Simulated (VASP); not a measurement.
An input for VASP 6.6.1 (LiMg6Mo):

The input run.py:

```python
from ase.calculators.vasp import Vasp
from ase.dft.dos import DOS
from ase.io import read

atoms = read('LiMg6Mo.cif')
calc = Vasp(
    directory='calc',
    xc='am05',
    pp='PBE',
    setups='recommended',
    prec='Accurate',
    encut=520,
    ediff=1e-06,
    ismear=-1,
    sigma=0.05,
    lreal=False,
    lasph=True,
    nelm=65,
    algo='None',
    isif=2,
    lwave=False,
    lcharg=False,
    lmaxmix=4,
    lorbit=11,
    kpts=[6, 5, 5],
    gamma=True,
    nbands=24,
)
atoms.calc = calc

print('energy (eV):', atoms.get_potential_energy())
print('free energy (eV):', atoms.get_potential_energy(force_consistent=True))
print('forces (eV/A):')
print(atoms.get_forces())
print('stress (eV/A^3, Voigt):', atoms.get_stress())
print('Fermi level (eV):', calc.get_fermi_level())
dos = DOS(calc, width=0.05, window=(-10, 10), npts=201)
print('E - E_F (eV), DOS (1/eV)')
for e, g in zip(dos.get_energies(), dos.get_dos()):
    print(f'{e:8.3f} {g:10.4f}')
```

Contents of LiMg6Mo.cif:

```cif
data_LiMg6Mo
_cell_length_a 4.33937200
_cell_length_b 6.09851512
_cell_length_c 6.09851512
_cell_angle_alpha 88.49098510
_cell_angle_beta 90.00000000
_cell_angle_gamma 90.00000000
_space_group_name_H-M_alt 'P1'
_space_group_name_Hall 'P 1'
_space_group_IT_number 1
loop_
_space_group_symop_operation_xyz
'x,y,z'
loop_
_atom_site_label
_atom_site_type_symbol
_atom_site_symmetry_multiplicity
_atom_site_Wyckoff_symbol
_atom_site_fract_x
_atom_site_fract_y
_atom_site_fract_z
_atom_site_occupancy
Mo1 Mo 1 a 0.0009870000 0.1222520000 0.1216330000 1
Mg1 Mg 1 a 0.4972930000 0.3544950000 0.3538280000 1
Mg2 Mg 1 a 0.5014540000 0.8941770000 0.8886440000 1
Mg3 Mg 1 a 0.4985660000 0.3669140000 0.8806020000 1
Mg4 Mg 1 a 0.4985990000 0.8766100000 0.3650730000 1
Mg5 Mg 1 a 0.0026960000 0.1298500000 0.6173500000 1
Mg6 Mg 1 a 0.0000760000 0.6232750000 0.1275360000 1
Li1 Li 1 a 0.0028550000 0.6335250000 0.6313000000 1
```

Potentials or basis: VASP PAW PBE potentials, release 64 (Mo_sv, Mg, Li_sv).

Command:

```sh
$ python run.py
```

Task: Does this run start?

Result: The run stopped without a result. It printed:

Output:

```text
Traceback (most recent call last):
  ...
ValueError: could not convert string to float: '**************** '
```

OUTCAR:

```text
ENCUT = 520.000000
[... 931 lines left out ...]
--------------------------------------------------
tot          2.773   2.846   1.869   7.487
```
